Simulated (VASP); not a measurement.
VASP runs on SiC (space group P6_3mc) share one base input (LDA (Ceperley-Alder, Perdew-Zunger), plane waves, VASP's LDA PAW potentials (set 64)) and change the settings named in each case.

**POSCAR**
```
SiC
1.0
  3.0756900000   0.0000000000   0.0000000000
 -1.5378450000   2.6636260000   0.0000000000
  0.0000000000   0.0000000000  10.0706500000
Si C
4 4
Cartesian
  1.5378465378   0.8878744455   9.4446583960
 -0.0000015378   1.7757515545   4.4093333960
  0.0000000000   0.0000000000   6.9274994285
  0.0000000000   0.0000000000   1.8921744285
  1.5378465378   0.8878744455   7.5509733700
 -0.0000015378   1.7757515545   2.5156483700
  0.0000000000   0.0000000000   5.0399574990
  0.0000000000   0.0000000000   0.0046324990
```

**KPOINTS**
```
kpoints
0
Gamma
8 8 3
0 0 0
```

INCAR:
```
SYSTEM = SiC
PREC = Accurate
ENCUT = 400
EDIFF = 1E-6
NELM = 100
ALGO = Normal
LREAL = .FALSE.
LASPH = .TRUE.
ISMEAR = 0
SIGMA = 0.01
LWAVE = .FALSE.
LCHARG = .FALSE.
ISIF = 2
```

POTCAR, in this order: Si C (LDA.64 set). Program: vasp_std.

```csv
change,E(σ→0) (eV/atom),pressure (GPa)
base run,-8.3235,-4.51
"EDIFF = 1E-09, ENCUT = 560, KPOINTS 11×11×5 Γ-centred mesh",-8.3213,-3.48
"ENCUT = 200, KPOINTS 8×8×8 Γ-centred mesh",-8.3759,-29.50
"ENCUT = 280, KPOINTS 4×4×4 Γ-centred mesh",-8.2860,-14.35
"EDIFF = 1E-04, ENCUT = 320, KPOINTS 2×2×2 Γ-centred mesh",-7.7244,-6.38
"ENCUT = 200, GGA = PS, KPOINTS 4×4×4 Γ-centred mesh, POTCAR Si C (PBE.64 set)",-7.9442,-25.12
"ENCUT = 240, GGA = PS, KPOINTS 6×6×6 Γ-centred mesh, POTCAR Si C (PBE.64 set)",-7.9542,-17.21
"AEXX = 0.25, GGA = PE, HFSCREEN = 0.2, ISYM = 3, LHFCALC = .TRUE., PRECFOCK = Fast, KPOINTS 3×3×3 Γ-centred mesh, POTCAR Si C (PBE.64 set)",-8.6209,-1.60
```
 Energies of different potentials or functionals have different zeros.  At 400 eV the pressure can carry a Pulay error.

Left out are runs that ran out of time, are held back, or changed the cell or the kind of run, fixed moments of cells without a moment, rows past the twelfth, gaps on odd meshes, pressures of charged cells and columns that move by less than the noise.

The structure comes from a computed database's SiC entry; how it stands against other phases isn't given here. The cell was not relaxed at this level.
